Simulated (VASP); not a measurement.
Energy against volume of CeO2 (fluorite). Calculation: RPBE GGA, VASP's PBE PAW potentials (set 64) (plane waves; VASP 6.6.1). Numerical set-up: 520 eV cut-off, 7×7×7 Γ-centred mesh, Gaussian smearing of 0.050 eV, potentials Ce O.

```json
[
 {"V (Å³/atom)": "13.072", "E (eV/atom)": "-8.28641"},
 {"V (Å³/atom)": "13.490", "E (eV/atom)": "-8.30872"},
 {"V (Å³/atom)": "13.907", "E (eV/atom)": "-8.31615"},
 {"V (Å³/atom)": "14.324", "E (eV/atom)": "-8.31101"}
]
```

Q: Fit these four points and predict the energy of the run at 14.741 Å³/atom.

A: A cubic in V^(−2/3), the third-order Birch-Murnaghan form, passes through the four points with V0 = 13.93 Å³/atom and B0 = 159 GPa, and gives -8.2952 eV/atom there. The run gave -8.2951 eV/atom, +0.0 meV/atom from the fit; all five points give B0 = 160 GPa.

The compound is CeO2 in the fluorite structure. It was relaxed first, which changed the volume by +6 %. The run is not spin-polarised, so no magnetic state was tried.
